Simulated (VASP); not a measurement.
Consider the following.

```yaml
crystal:
  lattice:
    - [0.00000, 3.10080, 3.10080]
    - [3.10080, 0.00000, 3.10080]
    - [3.10080, 3.10080, 0.00000]
  atoms:
    - { symbol: Sr, position: [0.00000, 0.00000, 0.00000] }
```

Level of theory: PBE GGA, VASP's PBE PAW potentials (set 64) (plane waves; VASP 6.6.1). Numerical set-up: 400 eV cut-off, 8×8×8 Γ-centred mesh, first-order Methfessel-Paxton smearing of 0.10 eV, potentials Sr_sv.

**Question.** What does the run give for the energy per atom (σ→0), band gap (on the k-mesh) with the smallest direct gap where there is one?

**Answer.** 
The band gap (on the k-mesh) is none (metal, semimetal or under 0.01 eV). The energy per atom (σ→0) is -1.626 eV/atom.

Total energies compare only between runs with the same potentials, cut-off and functional.

The compound is Sr in the fcc structure. The cell was not relaxed at this level.
